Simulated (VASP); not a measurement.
Given:

```
SnS
1.0
   22.16515     0.00000     0.00000
    0.00000     2.87204     2.88236
    0.00000    -2.87204     2.88236
Sn S
2 2
Direct
  0.43636   0.24432   0.74432
  0.56364   0.74432   0.24432
  0.44842   0.72168   0.22168
  0.55158   0.22168   0.72168
```

Method: PBEsol GGA, VASP's PBE PAW potentials (set 64) (plane waves; VASP 6.6.1). Settings: 400 eV cut-off, 2×6×6 Γ-centred mesh, tetrahedra with Blöchl corrections, potentials Sn_d S.

The cell holds a wide vacuum, so values per volume refer to the whole cell. The cores are frozen, which limits the accuracy of field gradients.

### Question
Give the principal components of the electric field gradient (V/Å²) and the asymmetry η at each nucleus.

### Answer

| atom | Vxx | Vyy | Vzz | η |
|---|---|---|---|---|
| Sn1 | 80.7 | 65.9 | -146.6 | 0.10 |
| Sn2 | 80.7 | 65.9 | -146.6 | 0.10 |
| S3 | 11.1 | 4.4 | -15.5 | 0.43 |
| S4 | 11.1 | 4.4 | -15.5 | 0.43 |

The cell is a sheet with vacuum, built from a database entry that may be metastable or hypothetical.
